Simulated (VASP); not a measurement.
Here is a VASP 6.6.1 calculation.

INCAR

```
SYSTEM = RhN
PREC = Accurate ; ENCUT = 520
EDIFF = 1E-6 ; ISMEAR = 0
SIGMA = 0.05 ; LREAL = .FALSE.
LASPH = .TRUE. ; NELM = 80
ALGO = Normal ; ISIF = 2
LWAVE = .FALSE. ; LCHARG = .FALSE.
ISPIN = 2 ; MAGMOM = 0.6 0
LORBIT = 11 ; NUPDOWN = 4
LMAXMIX = 4 ; LDAU = .TRUE.
LDAUTYPE = 2 ; LDAUL = 2 -1
LDAUU = 2 0 ; LDAUJ = 0 0
LDAUPRINT = 1 ; GGA = PE
NBANDS = 21
```

Contents of KPOINTS:

```
regular mesh
0
G
  7 7 7
  0 0 0
```

File POSCAR:

```
RhN
1.0
    2.9628278700      0.0000000000      0.0000000000
   -1.4814139400      2.5658842000      0.0000000000
    0.0000000000      0.0000000000      2.8915732100
Rh N
1 1
Direct
    0.0000000000      0.0000000000      0.0000000000
    0.6666666667      0.3333333333      0.5000000000
```

Potentials or basis: VASP PAW PBE potentials, release 64 (Rh_pv, N).

Launch:

```bash
$ cat potpaw_PBE.64/Rh_pv/POTCAR potpaw_PBE.64/N/POTCAR > POTCAR
$ mpirun -np 1 vasp_std > vasp.out
```

Predict the pressure.

21.1 GPa.

Stress tensor (GPa, compression positive):
```
20.20  0.00  0.00
 0.00 20.20  0.00
 0.00  0.00 22.85
```

Caveat: the moment is held away from its start; the total moment is fixed, so each spin has its own Fermi level. The state reached can hang on the start; a lower one may exist.
